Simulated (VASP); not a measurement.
Consider the following.

```xyz
4
Lattice="4.1683 0.0000 0.0000 0.0000 4.1683 0.0000 0.0000 0.0000 7.3396" Properties=species:S:1:pos:R:3 pbc="T T T"
Ti     0.0000     2.0841     0.0000
Ti     2.0841     0.0000     3.6698
Sb     0.0000     0.0000     1.8349
Sb     0.0000     0.0000     5.5047
```

Computed with PBE GGA, VASP's PBE PAW potentials (set 64) (plane waves; VASP). Settings: 300 eV cut-off, 4×4×3 Γ-centred mesh, Gaussian smearing of 0.20 eV, potentials Ti_sv Sb.

At this cut-off the stress carries a Pulay error, which pulls relaxed volumes low. Unless said otherwise, spin-orbit coupling is left out, though it shifts the bands of the heavy elements here.

Estimate the energy per atom (σ→0), pressure, band gap (on the k-mesh) with the smallest direct gap where there is one.

```yaml
band gap (on the k-mesh): none (metal, semimetal or under 0.01 eV)
energy per atom (σ→0): -5.403 eV/atom
pressure: -1.88 GPa
```

Only differences to runs with the same potentials and settings are physical.

The structure was generated: TiSb was put into an ordered model structure, which need not be its known phase. The cell was not relaxed at this level. The k-mesh is coarse (spacing up to 0.38 per Å, 2π included), so the numbers may not be converged in it.
